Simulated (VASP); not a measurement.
Input:

```
CELL_PARAMETERS angstrom
     -2.27372     2.27372     5.25274
      2.27372    -2.27372     5.25274
      2.27372     2.27372    -5.25274
ATOMIC_POSITIONS crystal
  Ba 0.00000 0.00000 0.00000
  Zn 0.75000 0.25000 0.50000
  Zn 0.25000 0.75000 0.50000
  Ge 0.37620 0.37620 0.00000
  Ge 0.62380 0.62380 0.00000
```

Calculation: LDA (Ceperley-Alder, Perdew-Zunger), VASP's LDA PAW potentials (set 64) (plane waves; VASP 6.6.1). Settings: 300 eV cut-off, 6×6×6 Γ-centred mesh, Fermi-Dirac smearing of 0.050 eV, potentials Ba_sv Zn Ge_d.

**Question.** Give the energies of bands 26 to 36 at the high-symmetry points, in eV from the Fermi level.

**Answer.** 
```json
[
 {"band": "26", "Γ": "-6.09", "X": "-6.71", "P": "-6.88", "N": "-7.32", "M": "-7.27", "S": "-7.28", "R": "-6.98"},
 {"band": "27", "Γ": "-5.02", "X": "-5.20", "P": "-5.04", "N": "-4.69", "M": "-2.35", "S": "-5.37", "R": "-4.79"},
 {"band": "28", "Γ": "-2.46", "X": "-4.86", "P": "-5.04", "N": "-4.21", "M": "-2.35", "S": "-2.56", "R": "-4.57"},
 {"band": "29", "Γ": "-2.46", "X": "-3.49", "P": "-3.14", "N": "-2.01", "M": "-1.92", "S": "-2.12", "R": "-3.48"},
 {"band": "30", "Γ": "-0.96", "X": "-1.92", "P": "-1.88", "N": "-0.80", "M": "-0.93", "S": "-1.74", "R": "-2.04"},
 {"band": "31", "Γ": "-0.32", "X": "-1.85", "P": "-1.88", "N": "-0.35", "M": "-0.03", "S": "0.07", "R": "-1.77"},
 {"band": "32", "Γ": "-0.22", "X": "0.97", "P": "-0.06", "N": "0.15", "M": "0.50", "S": "0.54", "R": "0.88"},
 {"band": "33", "Γ": "-0.22", "X": "2.72", "P": "3.56", "N": "0.48", "M": "0.87", "S": "0.97", "R": "2.63"},
 {"band": "34", "Γ": "2.01", "X": "2.85", "P": "3.56", "N": "1.64", "M": "0.87", "S": "1.88", "R": "2.88"},
 {"band": "35", "Γ": "2.28", "X": "4.76", "P": "4.50", "N": "1.81", "M": "3.20", "S": "2.26", "R": "4.50"},
 {"band": "36", "Γ": "3.27", "X": "4.90", "P": "4.80", "N": "4.02", "M": "3.39", "S": "2.50", "R": "4.56"}
]
```

It has no gap at this level: it comes out as a metal or semimetal.

The structure comes from a computed database's BaZn2Ge2 entry (I4/mmm); how it stands against other phases isn't given here. The cell was not relaxed at this level. The k-mesh is coarse (spacing up to 0.33 per Å, 2π included), so the numbers may not be converged in it.
